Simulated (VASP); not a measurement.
# CoSi2: Co into a neighbouring Co vacancy, part 3 of 4

How hard is this move in CoSi2: Co into a neighbouring Co vacancy? Both ends are relaxed first, then a band of images between them. The start is a cell from a database of measured crystal structures.

VASP 6.6.1, plane waves and PAW; the level of theory is named at each step.

So far. Step 2 (Relax the host): The start already met the threshold, so nothing moved. Step 3 (Relax the start): The run ended after 7 ionic steps, 0.124 eV below its first step, once the forces on the free atoms met EDIFFG = -0.05.

The database entry behind the starting cell differs from later determinations by our own check (0.1 to 0.3 % short, probably kX units), so it need not match the best structure at ambient conditions.

## Step 4: Relax the end

Level of this step: PBE, spin-polarised from a ferromagnetic start; plane waves and PAW (Co, Si) (VASP).

The end state is relaxed in the same way, so that both ends share their errors.

The input, INCAR:

```
SYSTEM = Co7Si16
PREC = Normal
ENCUT = 280
EDIFF = 1E-05
NELM = 120
ISMEAR = 1
SIGMA = 0.15
LREAL = Auto
ALGO = Fast
GGA = PE
NBANDS = 107
ISPIN = 2
MAGMOM = 2 2 2 2 2 2 2 0 0 0 0 0 0 0 0 0 0 0 0 0 0 0 0
LASPH = .TRUE.
LMAXMIX = 4
LORBIT = 11
LWAVE = .FALSE.
LCHARG = .FALSE.
KPAR = 3
IBRION = 2
NSW = 60
ISIF = 2
EDIFFG = -0.05
POTIM = 0.4
MAXMIX = 40
ISYM = 0
```

The input, POSCAR:

```
Co7Si16
1.0
    0.0000000000      5.3560000000      5.3560000000
    5.3560000000      0.0000000000      5.3560000000
    5.3560000000      5.3560000000      0.0000000000
Co Si
7 16
Direct
    0.0012560344     -0.0023670383      0.0033169566
    0.0033915327      0.4975548695     -0.0005825565
   -0.0050838631      0.4995505611      0.5037947827
    0.5008205871      0.0020745728     -0.0024853673
    0.4943621263      0.0011749795      0.4995480708
    0.4984236979      0.4991855501      0.0041146330
    0.5017084143      0.5000406684      0.4999554153
    0.3736658235      0.3759800751      0.3772919271
    0.3732519354      0.3683430823      0.8806903454
    0.3726592727      0.8720182890      0.3774639540
    0.3747728719      0.8784476091      0.8727951602
    0.8787595014      0.3757918190      0.3737392038
    0.8698226860      0.3745226514      0.8769072574
    0.8702329327      0.8771958763      0.3793514878
    0.8759642902      0.8772177197      0.8733209550
    0.1236281585      0.1237035080      0.1264231843
    0.1234362484      0.1290502693      0.6227031590
    0.1147034115      0.6260873680      0.1296032127
    0.1267365463      0.6195258702      0.6327776352
    0.6268650917      0.1199955447      0.1253341949
    0.6262881070      0.1256984579      0.6224119772
    0.6259459521      0.6233948498      0.1250916985
    0.6242054615      0.6222456226      0.6246002657
```

The input, KPOINTS:

```
Automatic mesh
0
Gamma
3 3 3
0 0 0
```

The projector-augmented-wave data sets are Co and Si (PBE family, release 64).

Launch:

```sh
> mpirun -np 3 vasp_std
```

Output:

```text
[... set-up lines as in an earlier step ...]
 entering main loop
       N       E                     dE             d eps       ncg     rms          rms(c)
DAV:   1     0.566052337513E+03    0.56605E+03   -0.31694E+04  5992   0.710E+02
DAV:   2    -0.904472037719E+02   -0.65650E+03   -0.59828E+03  6246   0.210E+02
DAV:   3    -0.150121286257E+03   -0.59674E+02   -0.55423E+02  7057   0.711E+01
DAV:   4    -0.152372153592E+03   -0.22509E+01   -0.22294E+01  7272   0.149E+01
DAV:   5    -0.152444875451E+03   -0.72722E-01   -0.72650E-01  7880   0.246E+00    0.430E+01
RMM:   6    -0.184785901065E+03   -0.32341E+02   -0.19898E+02  5992   0.582E+01    0.534E+01
RMM:   7    -0.144451198647E+03    0.40335E+02   -0.68490E+01  5992   0.344E+01    0.104E+01
RMM:   8    -0.144633085900E+03   -0.18189E+00   -0.20788E+00  5992   0.325E+00    0.582E+00
RMM:   9    -0.145194584437E+03   -0.56150E+00   -0.10543E+00  6014   0.365E+00    0.109E+01
RMM:  10    -0.144529886097E+03    0.66470E+00   -0.70361E-01  5999   0.332E+00    0.361E+00
RMM:  11    -0.144549001311E+03   -0.19115E-01   -0.21965E-01  5992   0.179E+00    0.341E+00
RMM:  12    -0.144456891479E+03    0.92110E-01   -0.92057E-02  5994   0.130E+00    0.116E+00
RMM:  13    -0.144459474571E+03   -0.25831E-02   -0.16922E-02  6190   0.452E-01    0.108E+00
RMM:  14    -0.144454672142E+03    0.48024E-02   -0.90820E-03  6012   0.385E-01    0.643E-01
RMM:  15    -0.144454889771E+03   -0.21763E-03   -0.34025E-03  6016   0.194E-01    0.280E-01
RMM:  16    -0.144455746818E+03   -0.85705E-03   -0.29229E-03  6019   0.207E-01    0.376E-01
RMM:  17    -0.144454688703E+03    0.10581E-02   -0.13027E-03  6028   0.148E-01    0.520E-02
RMM:  18    -0.144454766390E+03   -0.77687E-04   -0.49122E-04  7132   0.511E-02    0.539E-02
RMM:  19    -0.144454758258E+03    0.81315E-05   -0.54185E-05  5449   0.246E-02
   1 F= -.14445476E+03 E0= -.14445464E+03  d E =-.144455E+03  mag=    -0.0011
 curvature:   0.00 expect dE= 0.000E+00 dE for cont linesearch  0.000E+00
 trial: gam= 0.00000 g(F)=  0.119E+00 g(S)=  0.000E+00 ort = 0.000E+00 (trialstep = 0.100E+01)
 search vector abs. value=  0.119E+00
 bond charge predicted
       N       E                     dE             d eps       ncg     rms          rms(c)
DAV:   1    -0.144534784974E+03   -0.80019E-01   -0.60727E+00  6549   0.594E+00    0.653E-01
RMM:   2    -0.144539906656E+03   -0.51217E-02   -0.12104E-01  5992   0.137E+00    0.429E-01
RMM:   3    -0.144541570553E+03   -0.16639E-02   -0.26360E-02  5992   0.581E-01    0.347E-01
RMM:   4    -0.144542015887E+03   -0.44533E-03   -0.73269E-03  6036   0.338E-01    0.312E-01
RMM:   5    -0.144541513083E+03    0.50280E-03   -0.25331E-03  5993   0.196E-01    0.126E-01
RMM:   6    -0.144541406048E+03    0.10704E-03   -0.64756E-04  6010   0.100E-01    0.514E-02
RMM:   7    -0.144541408743E+03   -0.26950E-05   -0.20526E-04  6098   0.506E-02    0.180E-02
RMM:   8    -0.144541413939E+03   -0.51958E-05   -0.67457E-05  5729   0.265E-02
   2 F= -.14454141E+03 E0= -.14453857E+03  d E =-.866557E-01  mag=     0.0002
[...]
3 F= -.14456543E+03 E0= -.14456107E+03  d E =-.110675E+00  mag=    -0.0001
[...]
4 F= -.14456551E+03 E0= -.14456110E+03  d E =-.110756E+00  mag=    -0.0000
[...]
5 F= -.14458109E+03 E0= -.14457644E+03  d E =-.155766E-01  mag=     0.0002
[...]
6 F= -.14458873E+03 E0= -.14458494E+03  d E =-.232176E-01  mag=     0.0002
[...]
7 F= -.14459089E+03 E0= -.14458741E+03  d E =-.216218E-02  mag=    -0.0001
 trial-energy change:   -0.002162  1 .order   -0.002130   -0.003167   -0.001094
 step:   2.2700(harm=  2.2700)  dis= 0.00735  next Energy=  -144.591150 (dE=-0.242E-02)
 bond charge predicted
       N       E                     dE             d eps       ncg     rms          rms(c)
DAV:   1    -0.144591169377E+03   -0.27672E-03   -0.77262E-02  6292   0.661E-01    0.670E-02
RMM:   2    -0.144591200174E+03   -0.30797E-04   -0.11584E-03  5992   0.126E-01    0.228E-02
RMM:   3    -0.144591225403E+03   -0.25228E-04   -0.23354E-04  5992   0.492E-02    0.149E-02
RMM:   4    -0.144591228963E+03   -0.35601E-05   -0.41897E-05  5667   0.250E-02
   8 F= -.14459123E+03 E0= -.14458790E+03  d E =-.249758E-02  mag=     0.0003
 curvature:  -1.33 expect dE=-0.491E-03 dE for cont linesearch -0.466E-06
 trial: gam= 0.16677 g(F)=  0.369E-03 g(S)=  0.000E+00 ort = 0.296E-04 (trialstep = 0.164E+01)
 search vector abs. value=  0.448E-03
 reached required accuracy - stopping structural energy minimisation
```

Run time: 3.9 min. Hardware: 3 MPI ranks of AMD EPYC 9R45, shared host; peak memory 1.1 GiB.

Parts of OUTCAR (step 4):

```text
 Found     14 irreducible k-points:

   NELECT =     127.0000    total number of electrons

 E-fermi :   9.8491

 spin component 1
 k-point     1 :       0.0000    0.0000    0.0000
  band No.  band energies     occupation
    ...
     60       9.3764      1.00004
     61       9.3771      1.00004
     62       9.5018      1.00254
     63       9.5053      1.00279
     64       9.5123      1.00334
     65      10.4596     -0.00000
     66      10.5549     -0.00000
     67      10.5583     -0.00000
     68      10.5587     -0.00000
     69      11.8104     -0.00000
    ...

 k-point     2 :       0.3333    0.0000    0.0000
  band No.  band energies     occupation
    ...
     59       8.8992      1.00000
     60       9.0323      1.00000
     61       9.0337      1.00000
     62       9.1545      1.00000
     63       9.6137      1.02449
     64      10.1186     -0.01457
     65      10.1338     -0.01096
     66      10.7877     -0.00000
     67      10.8073     -0.00000
     68      10.9924     -0.00000
    ...

 k-point     3 :       0.0000    0.3333    0.0000
  band No.  band energies     occupation
    ...
     59       8.9030      1.00000
     60       9.0311      1.00000
     61       9.0325      1.00000
     62       9.1582      1.00000
     63       9.6144      1.02468
     64      10.1061     -0.01798
     65      10.1483     -0.00814
     66      10.7698     -0.00000
     67      10.8269     -0.00000
     68      10.9926     -0.00000
    ...

 k-point     4 :       0.0000    0.0000    0.3333
  band No.  band energies     occupation
    ...
     59       8.9037      1.00000
     60       9.0324      1.00000
     61       9.0348      1.00000
     62       9.1539      1.00000
     63       9.6142      1.02464
     64      10.1046     -0.01842
     65      10.1449     -0.00875
     66      10.7710     -0.00000
     67      10.8262     -0.00000
     68      10.9906     -0.00000
    ...

  Total       -4.9049720     -4.8757804     -4.8895348     -0.0049330     -0.0199543     -0.0187352
  in kB      -25.5738091    -25.4216082    -25.4933216     -0.0257202     -0.1040386     -0.0976827
  external PRESSURE =     -25.4962463 kB  Pullay stress =       0.0000000 kB

 POSITION                                       TOTAL-FORCE (eV/Angst)
 -----------------------------------------------------------------------------------
      5.36667      5.36001     10.70300         0.000954     -0.012446      0.012254
      2.67965      0.01160      2.66886        -0.004730      0.014312      0.007754
      5.37865      8.03376      8.02905        -0.001599      0.017295     -0.010256
     10.69455      8.03624      8.03514         0.029591     -0.001422      0.002052
      8.03748      5.33811      8.01258         0.007282      0.000326      0.006343
      2.68809      2.67764      5.34106        -0.005559     -0.028387     -0.010492
      5.35062      5.36195      5.34960         0.008978     -0.000294     -0.011696
      4.01977      4.00863      4.00951        -0.007821      0.004219      0.005235
      6.69767      6.70428      4.01540         0.003917      0.019437      0.002394
      6.71080      3.98717      6.66048         0.001166      0.004222      0.005044
      9.36995      6.69702      6.68013        -0.005729      0.002436     -0.005270
      4.00146      6.72565      6.66931        -0.007952     -0.002885     -0.013233
      6.71463      9.36870      6.67601        -0.029433      0.006577      0.019895
      6.73190      6.71496      9.38864         0.007159     -0.006493     -0.017386
      9.34158      9.35589      9.39526         0.025869      0.003548     -0.004892
      1.36015      1.37169      1.31272        -0.001053     -0.004446     -0.007887
      4.00790      3.98844      1.30518        -0.007441     -0.003032     -0.004063
      4.02444      1.34621      4.01097        -0.016781      0.007293      0.010792
      6.71730      4.00673      4.03213         0.029755     -0.019720      0.005909
      1.34637      4.00805      4.01253        -0.009657      0.003450     -0.007545
      3.98378      6.71526      4.03113         0.003443     -0.012816      0.011249
      4.00914      4.01489      6.68105         0.002091      0.007618      0.011652
      6.71164      6.69846      6.67808        -0.022450      0.001207     -0.007854
 -----------------------------------------------------------------------------------
    total drift:                                0.025249      0.002901     -0.021991

  FREE ENERGIE OF THE ION-ELECTRON SYSTEM (eV)
  ---------------------------------------------------
  free  energy   TOTEN  =      -144.5912289627 eV

  energy  without entropy=     -144.5812492248  energy(sigma->0) =     -144.58790238

 total charge
# of ion       s       p       d       tot
------------------------------------------
    1        0.526   0.708   7.569   8.803
    2        0.526   0.709   7.569   8.804
    3        0.526   0.710   7.570   8.806
    4        0.526   0.708   7.569   8.803
    5        0.526   0.709   7.569   8.803
    6        0.550   0.714   7.626   8.890
    7        0.526   0.709   7.569   8.805
    8        0.724   0.881   0.000   1.605
    9        0.724   0.881   0.000   1.604
   10        0.734   0.845   0.000   1.578
   11        0.724   0.881   0.000   1.605
   12        0.734   0.845   0.000   1.580
   13        0.724   0.881   0.000   1.605
   14        0.734   0.845   0.000   1.579
   15        0.734   0.845   0.000   1.579
   16        0.734   0.845   0.000   1.579
   17        0.734   0.845   0.000   1.579
   18        0.724   0.881   0.000   1.605
   19        0.734   0.846   0.000   1.580
   20        0.724   0.881   0.000   1.605
   21        0.734   0.845   0.000   1.579
   22        0.724   0.881   0.000   1.605
   23        0.724   0.881   0.000   1.605
--------------------------------------------------
tot         15.366  18.778  53.042  87.186

 magnetization (x)
# of ion       s       p       d       tot
------------------------------------------
    1       -0.000   0.000  -0.000  -0.000
    2       -0.000   0.000  -0.000  -0.000
    3       -0.000   0.000  -0.000  -0.000
    4       -0.000   0.000  -0.000  -0.000
    5       -0.000   0.000  -0.000  -0.000
    6        0.000   0.000  -0.000  -0.000
    7       -0.000   0.000  -0.000  -0.000
    8        0.000   0.000   0.000   0.000
    9        0.000   0.000   0.000   0.000
   10        0.000   0.000   0.000   0.000
   11        0.000   0.000   0.000   0.000
   12        0.000   0.000   0.000   0.000
   13        0.000   0.000   0.000   0.000
   14       -0.000   0.000   0.000   0.000
   15        0.000   0.000   0.000   0.000
   16       -0.000   0.000   0.000   0.000
   17        0.000   0.000   0.000   0.000
   18        0.000   0.000   0.000   0.000
   19        0.000   0.000   0.000   0.000
   20        0.000   0.000   0.000   0.000
   21       -0.000   0.000   0.000   0.000
   22        0.000   0.000   0.000   0.000
   23        0.000   0.000   0.000   0.000
--------------------------------------------------
tot          0.000   0.000  -0.000  -0.000

[... 6 parts as in an earlier step ...]

[... 9 further parts left out ...]
```

The steps of the relaxation:

| step | energy less that of the first step (eV) | largest force (eV/Å) |
| --- | --- | --- |
| 1 | 0.0000 | 0.6335 |
| 2 | -0.0867 | 0.3386 |
| 3 | -0.1107 | 0.2283 |
| 4 | -0.1108 | 0.2270 |
| 5 | -0.1263 | 0.1700 |
| 6 | -0.1340 | 0.0918 |
| 7 | -0.1361 | 0.0554 |
| 8 | -0.1365 | 0.0362 |

The atoms that moved most (Å):

| atom | dx | dy | dz | length |
| --- | --- | --- | --- | --- |
| Si19 | 0.010 | -0.061 | 0.035 | 0.071 |
| Si18 | -0.023 | 0.038 | 0.043 | 0.062 |
| Si12 | -0.013 | 0.017 | -0.050 | 0.055 |
| Si17 | -0.018 | -0.008 | -0.047 | 0.051 |
| Si9 | 0.008 | -0.012 | 0.043 | 0.046 |
| Si20 | 0.032 | -0.021 | 0.012 | 0.040 |
| Si16 | 0.020 | 0.032 | -0.012 | 0.040 |
| Si15 | -0.034 | -0.013 | 0.005 | 0.037 |

Final coordinates:

```
Co Si
1.0
     0.00000    5.35600    5.35600
     5.35600    0.00000    5.35600
     5.35600    5.35600    0.00000
Co Si
7 16
Direct
  0.99854 0.99978 0.00221
  0.00008 0.49822 0.00209
  0.99740 0.50167 0.50255
  0.50194 0.99827 0.99847
  0.49601 0.00000 0.50065
  0.49763 0.49958 0.00230
  0.50046 0.49835 0.50065
  0.37326 0.37534 0.37518
  0.37547 0.37423 0.87627
  0.36752 0.87604 0.37691
  0.37409 0.87314 0.87629
  0.87691 0.36829 0.37881
  0.87099 0.37546 0.87820
  0.87488 0.87804 0.37885
  0.87841 0.87574 0.86839
  0.12362 0.12147 0.13248
  0.12003 0.12366 0.62464
  0.12442 0.62446 0.12693
  0.12337 0.62945 0.62471
  0.62306 0.12611 0.12527
  0.63131 0.12133 0.62247
  0.62423 0.62316 0.12537
  0.62219 0.62465 0.62846
```

Numbers from this step:

| Property | Result |
| --- | --- |
| electronic cycles | 59 |
| free energy (TOTEN) | -144.5912 eV |
| energy at zero smearing | -144.5879 eV |
| Fermi energy | 9.849 eV |

The run ended after 8 ionic steps, 0.136 eV below its first step, once the forces on the free atoms met EDIFFG = -0.05.

[end of part 3 of 4]

[Lines on the potential files, build, host, timing and source positions are cut from VASP's logs without a mark.]

[Logs are printed without paths, hosts, clocks, repeated set-up lines and the standing remarks that a program may print on its own settings, such as how far it seeks lower states.]

[Hosts, paths, dates, database ids (printed as entryN), source tags and the programs' standing remarks are cut or masked in the printed files.]

[Runs that stopped without an error message from VASP are left out.]
